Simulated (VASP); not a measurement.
VASP ran on this input.

POSCAR:
```
GeSn
1
    0.0000000000     2.7888983705     2.7888983705
    2.7888983705     0.0000000000     2.7888983705
    2.7888983705     2.7888983705    -0.0000000000
Ge Sn
1 1
Direct
  0.0000000000   0.0000000000   0.0000000000
  0.5000000000   0.5000000000   0.5000000000
```

File KPOINTS:
```
Automatic
0
gamma
11 11 11
```

**INCAR**
```
SYSTEM = GeSn
PREC = Accurate
ENCUT = 500
EDIFF = 1E-6
NELM = 100
ALGO = Normal
LREAL = .FALSE.
LASPH = .TRUE.
ISMEAR = 1
SIGMA = 0.1
GGA = PS
LMAXMIX = 4
LWAVE = .FALSE.
LCHARG = .FALSE.
IBRION = 2
ISIF = 3
NSW = 40
EDIFFG = -0.02
PSTRESS = 100
```

POTCAR, in this order: Ge_d Sn_d (PBE.64 set). Program: vasp_std.

**Question.** Translate this PBEsol calculation to Ansatz.

**Answer.** One equivalent input (not run):
Ansatz 0.2 input:
```yaml
crystal:
  lattice:
    - [0.0000000, 2.7888984, 2.7888984]
    - [2.7888984, 0.0000000, 2.7888984]
    - [2.7888984, 2.7888984, 0.0000000]
  atoms:
    - { symbol: Ge, position: [0.0000000, 0.0000000, 0.0000000] }
    - { symbol: Sn, position: [0.5000000, 0.5000000, 0.5000000] }
kpoints:
  mp_grid: { grid: [11, 11, 11] }
hamiltonian:
  xc: pbesol
  pseudopotentials: { kind: paw }
scf:
  occupations: { method: methfessel_paxton, width: 0.1 }
  max_iter: 100
relax:
  max_steps: 40
  f_tol: 0.02
  cell: { p_target: 10 }
output: { forces: true, stress: true, eigenvalues: true }
```
What does not carry over: each code has its own PAW files, so the cut-off isn't converted (ENCUT is set for VASP's; basis.ecutwfc is left out, and Ansatz then takes the one that its files recommend); Ansatz stops its SCF on the density residual and VASP on the energy change (EDIFF).

The structure was generated: GeSn was put into the rock salt type (Fm-3m), which need not be its known phase. This run relaxes it under an external pressure of 10 GPa. Symmetry was kept, so distortions that lower it aren't found.
